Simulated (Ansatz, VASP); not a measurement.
# CuF: VASP beside Ansatz, part 2 of 2

Wanted: the spread between two codes on one cell, functional and k mesh. The cell is generated by rule, not measured, and may not be a known phase. Of the first pair: The two relaxations start from unlike cells of this crystal (the structure described is Ansatz's start), so only their ends are compared.

VASP 6.6.1 and Ansatz 0.2.0.

So far: Set-up; VASP: relaxation of cell and atoms, PBEsol, pair 1; Ansatz: relaxation of cell and atoms, PBEsol, pair 1; Comparison.

**5. Ansatz: relaxation of cell and atoms, PBEsol, pair 2**

Level of this step: Ansatz beside VASP: Kohn-Sham DFT, plane waves, PBEsol (Ansatz).

The relaxed volume is the usual yardstick between codes: in a stiff, nearly cubic crystal its relative difference is about their pressure difference at one cell divided by the bulk modulus. Its start cell is another than that of the pair before, and may be another structure of the material.

The cell is taken from a series of runs on this material, whose earlier steps may have relaxed, scaled, displaced or heated it; both programs get it as it stands.

File input.yaml:

```yaml
crystal:
  lattice:
    - [2.8071257126, 0.0, 0.0]
    - [0.0, 6.9225578836, 0.0]
    - [-1.402281111, 0.0, 2.439714205]
  atoms:
    - { symbol: Cu, position: [0.0, 0.0, 0.0] }
    - { symbol: Cu, position: [0.0, 0.5, 0.0] }
    - { symbol: F, position: [0.8664103875, 0.75, 0.7383136919] }
    - { symbol: F, position: [0.1335896125, 0.25, 0.2616863081] }
kpoints:
  mp_grid: { grid: [12, 6, 12] }
hamiltonian:
  xc: pbesol
scf:
  occupations: { method: fixed }
output:
  forces: true
  stress: true
  eigenvalues: true
relax:
  adjacent_minimum: "off"
  f_tol: 0.001
  max_steps: 60
  cell: { stress_tol: 0.01 }
```

On the command line:

```sh
$ ansatz run input.yaml --threads 4 --pin off --max-ram 7168MiB --backend cpu --events-out ev --progress --plain --runs-dir out
```

Numbers of over 12 decimals in the logs are rounded to 6 here.

Output:

```text
[...]
Crystal: 4 atoms, lattice volume = 47.410 Å³
Basis set: ecut = 420 eV, 947 PW (Γ), exchange–correlation on 40×96×40 points (8 copies of the dense FFT grid, shifted against one another)
Bands: 32, of which v1, the nominal top of the filled ones, is band 26 counted from 1 (25 counted from 0)
Symmetry: 4 space group operations
[...]
k-points: 296 of 864
[...]
--- Relaxed structure (3 steps of the walk, 3 accepted, 1 SCFs on fresh bases) ---
[...]
cell:  # Å, volume = 47.4165 Å³
    - [2.807579, 0, -0.000235059]
    - [-1.287127019662905e-19, 6.922726, 0]
    - [-1.402712, 0, 2.439729]
  atoms:
    - { symbol: Cu, position: [0, 0, 0] }
    - { symbol: Cu, position: [0, 0.5, 0] }
    - { symbol: F, position: [0.866416, 0.750000, 0.738266] }
    - { symbol: F, position: [0.133584, 0.25, 0.261734] }
[key lines of the parts left out:]
SCF converged after 6 iterations
Free energy (F): -14776.507800 eV
Fermi energy:    9.118466 eV
P = ⅓ Tr σ = 0.0014 GPa (0.014 kbar)
```

**6. VASP: relaxation of cell and atoms, PBEsol, pair 2**

The same cell, functional and mesh now go to VASP, with its own data sets.

File INCAR:

```
SYSTEM = CuF
PREC = Accurate
ENCUT = 600
EDIFF = 1E-07
NELM = 120
ISMEAR = 0
SIGMA = 0.01
LREAL = .FALSE.
ALGO = Normal
GGA = PS
NBANDS = 24
LASPH = .TRUE.
LORBIT = 11
LWAVE = .FALSE.
LCHARG = .FALSE.
ISIF = 3
IBRION = 2
NSW = 80
EDIFFG = -0.005
GGA_COMPAT = .FALSE.
NELMIN = 4
EFERMI = MIDGAP
KPAR = 2
```

File POSCAR:

```
CuF
1.0
    2.8071260000      0.0000000000      0.0000000000
    0.0000000000      6.9225580000      0.0000000000
   -1.4022810000      0.0000000000      2.4397140000
Cu F
2 2
Direct
    0.0000000000      0.0000000000      0.0000000000
    0.0000000000      0.5000000000      0.0000000000
    0.8664103849      0.7499999278      0.7383135892
    0.1335896151      0.2499999278      0.2616864108
```

File KPOINTS:

```
Automatic mesh
0
Gamma
12 6 12
0 0 0
```

Potentials, in the order of the species: Cu and F (PBE family, release 64).

On the command line:

```sh
$ mpirun -np 2 vasp_std
```

Output:

```text
[banner, memory and clock lines left out]
running    2 mpi-ranks, on    1 nodes
[...]
[... a notice as in an earlier step ...]

 LDA part: xc-table for (Slater+PW92), standard interpolation
 POSCAR, INCAR and KPOINTS ok, starting setup
[...]
entering main loop
       N       E                     dE             d eps       ncg     rms          rms(c)
DAV:   1     0.369814198432E+03    0.36981E+03   -0.19667E+04 14680   0.255E+03
DAV:   2     0.294229759499E+02   -0.34039E+03   -0.32066E+03 14584   0.462E+02
DAV:   3    -0.176899153919E+02   -0.47113E+02   -0.45818E+02 18792   0.195E+02
DAV:   4    -0.190172322103E+02   -0.13273E+01   -0.13254E+01 17000   0.334E+01
[...]
DAV:  13    -0.162347774062E+02    0.78373E-06   -0.15837E-05 22080   0.730E-02    0.431E-03
DAV:  14    -0.162347772454E+02    0.16076E-06   -0.23516E-06 20632   0.325E-02    0.124E-03
DAV:  15    -0.162347772021E+02    0.43312E-07   -0.89290E-08  9192   0.749E-03
   1 F= -.16234777E+02 E0= -.16234777E+02  d E =-.162348E+02
[... from here on, the cycles between the ionic steps are left out ...]
   2 F= -.16234971E+02 E0= -.16234971E+02  d E =-.193753E-03
   3 F= -.16235856E+02 E0= -.16235856E+02  d E =-.107895E-02
   6 F= -.16236414E+02 E0= -.16236414E+02  d E =-.557681E-03
   7 F= -.16236470E+02 E0= -.16236470E+02  d E =-.614056E-03
   8 F= -.16236669E+02 E0= -.16236669E+02  d E =-.198482E-03
   9 F= -.16236973E+02 E0= -.16236973E+02  d E =-.503275E-03
  10 F= -.16236852E+02 E0= -.16236852E+02  d E =-.381918E-03
  11 F= -.16237043E+02 E0= -.16237043E+02  d E =-.572800E-03
  12 F= -.16237111E+02 E0= -.16237111E+02  d E =-.676373E-04
  13 F= -.16237244E+02 E0= -.16237244E+02  d E =-.201177E-03
  14 F= -.16237223E+02 E0= -.16237223E+02  d E =-.180327E-03
  15 F= -.16237282E+02 E0= -.16237282E+02  d E =-.239140E-03
[...]
reached required accuracy - stopping structural energy minimisation
```

OUTCAR, selected parts (step 6):

```text
  Total        0.0196327      0.0022891      0.0030826      0.0000000      0.0000000      0.0012525
  in kB        0.6687294      0.0779726      0.1049985      0.0000000      0.0000000      0.0426615
  external PRESSURE =       0.2839001 kB  Pullay stress =       0.0000000 kB

 POSITION                                       TOTAL-FORCE (eV/Angst)
 -----------------------------------------------------------------------------------
     -0.00000      0.00000      0.00000        -0.000000      0.000000      0.000000
     -0.00000      3.45602      0.00000        -0.000000      0.000000      0.000000
      1.39110      5.18403      1.75567        -0.000158      0.000000      0.000326
      0.00872      1.72801      0.67598         0.000158      0.000000     -0.000326
 -----------------------------------------------------------------------------------
    total drift:                                0.000000      0.001472      0.000000

  FREE ENERGIE OF THE ION-ELECTRON SYSTEM (eV)
  ---------------------------------------------------
  free  energy   TOTEN  =       -16.2372821447 eV

  energy  without entropy=      -16.2372821447  energy(sigma->0) =      -16.23728214

[... 1 part as in an earlier step ...]

[... 3 further parts left out ...]
[key lines of the parts left out:]
E-fermi :   3.7097
```

The run keeps the 4 symmetry operations of its start, so it cannot find a distortion of lower symmetry.

**7. Side by side**

What differs besides the data sets and the points named for the pairs above, as far as they apply: fixed occupations in Ansatz, narrow Gaussian smearing in VASP; the data sets hold 52 valence electrons in Ansatz (on its default PAW (the set named soft_2) files) and 36 in VASP. Total energies have different zeros and are not compared.

Both answers:

```tsv
quantity	Ansatz	VASP	difference
volume (Å³)	47.42	47.04	+0.81 %
edge a after relaxation, in the typed setting (Å)	2.808	2.798	+0.34 %
edge b after relaxation, in the typed setting (Å)	6.923	6.912	+0.15 %
edge c after relaxation, in the typed setting (Å)	2.814	2.806	+0.31 %
```

**8. VASP: relaxation of cell and atoms, PBEsol, pair 3**

The relaxed volume is the usual yardstick between codes: in a stiff, nearly cubic crystal its relative difference is about their pressure difference at one cell divided by the bulk modulus. Its start cell is another than that of the pair before, and may be another structure of the material.

INCAR: that of step 6 with these lines changed.

```diff
@@ -5,4 +5,4 @@
 NELM = 120
-ISMEAR = 0
-SIGMA = 0.01
+ISMEAR = 1
+SIGMA = 0.2
 LREAL = .FALSE.
```

File POSCAR:

```
CuF
1.0
    2.8061427362      0.0000030957      0.0000000000
   -1.4030739433      2.4314825739      0.0000000000
    0.0000000000      0.0000000000      6.9168187294
Cu F
2 2
Direct
    0.0000000000      0.0000000000      0.0000000000
    0.0000000000      0.0000000000      0.5000000773
    0.1383881373      0.2767762520      0.2499999614
    0.8616118627      0.7232237480      0.7500000386
```

File KPOINTS:

```
Automatic mesh
0
Gamma
15 15 8
0 0 0
```

On the command line:

```sh
$ mpirun -np 2 vasp_std
```

Output:

```text
[... set-up lines as in an earlier step ...]
 entering main loop
       N       E                     dE             d eps       ncg     rms          rms(c)
DAV:   1     0.366697010133E+03    0.36670E+03   -0.19752E+04 16032   0.256E+03
DAV:   2     0.284273893947E+02   -0.33827E+03   -0.31864E+03 15664   0.460E+02
DAV:   3    -0.177197318255E+02   -0.46147E+02   -0.44841E+02 20376   0.193E+02
DAV:   4    -0.190012202973E+02   -0.12815E+01   -0.12798E+01 18264   0.329E+01
[...]
DAV:  13    -0.162352452258E+02    0.96065E-06   -0.16863E-05 23568   0.739E-02    0.453E-03
DAV:  14    -0.162352451392E+02    0.86667E-07   -0.24716E-06 22528   0.333E-02    0.124E-03
DAV:  15    -0.162352451043E+02    0.34898E-07   -0.84670E-08  9688   0.738E-03
   1 F= -.16235245E+02 E0= -.16236347E+02  d E =-.162352E+02
[...]
N       E                     dE             d eps       ncg     rms          rms(c)
DAV:   1    -0.162362720914E+02   -0.10270E-02   -0.17365E-02 18272   0.221E+00    0.266E-01
[...]
DAV:   5    -0.162352566725E+02    0.89770E-05   -0.12550E-05 24128   0.844E-02    0.487E-03
DAV:   6    -0.162352563915E+02    0.28100E-06   -0.24703E-06 22464   0.233E-02    0.111E-03
DAV:   7    -0.162352564244E+02   -0.32871E-07   -0.30199E-07 14944   0.459E-03
   2 F= -.16235256E+02 E0= -.16236351E+02  d E =-.113202E-04
 trial-energy change:   -0.000011  1 .order   -0.000008   -0.000057    0.000040
 step:   0.6286(harm=  0.5864)  dis= 0.00002  next Energy=   -16.235264 (dE=-0.186E-04)
[...]
N       E                     dE             d eps       ncg     rms          rms(c)
DAV:   1    -0.162354042868E+02   -0.14790E-03   -0.23879E-03 18200   0.822E-01    0.987E-02
DAV:   2    -0.162353068471E+02    0.97440E-04   -0.10269E-03 18144   0.644E-01    0.401E-02
DAV:   3    -0.162352704337E+02    0.36413E-04   -0.20484E-04 19016   0.374E-01    0.194E-02
DAV:   4    -0.162352651626E+02    0.52711E-05   -0.60395E-06 23128   0.691E-02    0.847E-03
DAV:   5    -0.162352632762E+02    0.18864E-05   -0.17209E-06 24024   0.313E-02    0.179E-03
DAV:   6    -0.162352632051E+02    0.71106E-07   -0.21858E-07 10744   0.858E-03
   3 F= -.16235263E+02 E0= -.16236361E+02  d E =-.181008E-04
[...]
reached required accuracy - stopping structural energy minimisation
```

From OUTCAR (step 8):

```text
  Total       -0.0157497      0.0038671      0.0189587     -0.0000000      0.0000000      0.0000000
  in kB       -0.5351204      0.1313920      0.6441500     -0.0000007      0.0000000      0.0000000
  external PRESSURE =       0.0801406 kB  Pullay stress =       0.0000000 kB

 POSITION                                       TOTAL-FORCE (eV/Angst)
 -----------------------------------------------------------------------------------
     -0.00000      0.00000      6.91376        -0.000000     -0.000000      0.000000
     -0.00000      0.00000      3.45688        -0.000000     -0.000000      0.000000
     -0.00000      0.67286      1.72844        -0.000000      0.003178     -0.000000
      1.40274      1.75827      5.18532         0.000000     -0.003178      0.000000
 -----------------------------------------------------------------------------------
    total drift:                               -0.000000      0.000530     -0.000036

  FREE ENERGIE OF THE ION-ELECTRON SYSTEM (eV)
  ---------------------------------------------------
  free  energy   TOTEN  =       -16.2352632051 eV

  energy  without entropy=      -16.2385551031  energy(sigma->0) =      -16.23636050

[... 1 part as in an earlier step ...]

[... 3 further parts left out ...]
[key lines of the parts left out:]
E-fermi :   3.6016
```

The gap is under twice the smearing width, so the edge states are partly filled and the run can't tell a small gap from a semimetal. Methfessel-Paxton smearing is not meant for a cell with a gap. The run keeps the 8 symmetry operations of its start, so it cannot find a distortion of lower symmetry.

**9. Ansatz: relaxation of cell and atoms, PBEsol, pair 3**

Its own start cell and the same functional, mesh and smearing now go to Ansatz, which takes its cutoff from its data sets.

The two relaxations start from unlike cells of this crystal (the structure described is Ansatz's start), so only their ends are compared.

File input.yaml:

```yaml
crystal:
  lattice:
    - [2.7224252891, 2.7281e-06, 0.0]
    - [-1.3612150072, 2.3576880962, 0.0]
    - [0.0, 0.0, 6.4699573338]
  atoms:
    - { symbol: Cu, position: [0.0, 0.0, 0.0] }
    - { symbol: Cu, position: [0.0, 0.0, 0.5] }
    - { symbol: F, position: [0.2060901128, 0.4121802256, 0.25] }
    - { symbol: F, position: [0.7939098872, 0.5878197744, 0.75] }
kpoints:
  mp_grid: { grid: [15, 15, 8] }
hamiltonian:
  xc: pbesol
scf:
  occupations: { method: methfessel_paxton, width: 0.2 }
output:
  forces: true
  stress: true
  eigenvalues: true
relax:
  adjacent_minimum: "off"
  f_tol: 0.002
  max_steps: 120
  cell: { stress_tol: 0.03 }
```

On the command line:

```sh
$ ansatz run input.yaml --threads 4 --pin off --max-ram 7168MiB --backend cpu --events-out ev --progress --plain --runs-dir out
```

Output:

```text
[...]
Crystal: 4 atoms, lattice volume = 41.528 Å³
Basis set: ecut = 420 eV, 843 PW (Γ), exchange–correlation on 40×40×90 points (8 copies of the dense FFT grid, shifted against one another)
Bands: 32, of which v1, the nominal top of the filled ones, is band 26 counted from 1 (25 counted from 0)
Symmetry: 8 space group operations
[...]
k-points: 320 of 1800
[...]
cell:  # Å, volume = 47.4064 Å³
    - [2.807246, 2.813125319187606e-6, 0.0]
    - [-1.403626, 2.439366, 0.0]
    - [0.0, 0.0, 6.922754]
  atoms:
    - { symbol: Cu, position: [1.839433659488622e-18, 3.678863364371542e-18, 0.0] }
    - { symbol: Cu, position: [1.839433659488622e-18, 3.678863364371542e-18, 0.500000] }
    - { symbol: F, position: [0.130834, 0.261669, 0.250000] }
    - { symbol: F, position: [0.869166, 0.738331, 0.75] }
[key lines of the parts left out:]
SCF converged after 6 iterations
Free energy (F): -14776.506307 eV
Fermi energy:    9.204030 eV
P = ⅓ Tr σ = 0.0065 GPa (0.065 kbar)
```

**10. Side by side**

What differs besides the data sets and the points named for the pairs above, as far as they apply: the data sets hold 52 valence electrons in Ansatz (on its default PAW (the set named soft_2) files) and 36 in VASP. Total energies have different zeros and are not compared.

Compared:

```tsv
quantity	Ansatz	VASP	difference
volume (Å³)	47.41	47.16	+0.53 %
edge a after relaxation, in the typed setting (Å)	2.807	2.805	+0.06 %
edge b after relaxation, in the typed setting (Å)	2.814	2.807	+0.27 %
edge c after relaxation, in the typed setting (Å)	6.923	6.914	+0.13 %
```

**11. What came out**

* difference in edge c after relaxation, in the typed setting (relaxation of cell and atoms, PBEsol, pair 1): -0.52 %
* difference in volume (relaxation of cell and atoms, PBEsol, pair 2): 0.81 %
* difference in volume (relaxation of cell and atoms, PBEsol, pair 3): 0.53 %

In words: The difference in volume is 0.81 % (relaxation of cell and atoms, PBEsol, pair 2), within the 1.2 % picked in this series as the mark of a large difference, as far as the stopping tolerances let one tell. The data sets hold unlike numbers of valence electrons (52 in Ansatz and 36 in VASP), so part of the differences comes from the potentials. 2 further runs of this series are not shown here. Such differences can come from data sets, numerical settings and the points named under the comparisons, not from the functional's error against experiment.

[Lines on the potential files, build, host, timing and source positions are cut from VASP's logs without a mark.]

[Logs are printed without paths, hosts, clocks, repeated set-up lines and the standing remarks that a program may print on its own settings, such as how far it seeks lower states.]

[Hosts, paths, dates, database ids (printed as entryN), source tags and the programs' standing remarks are cut or masked in the printed files.]
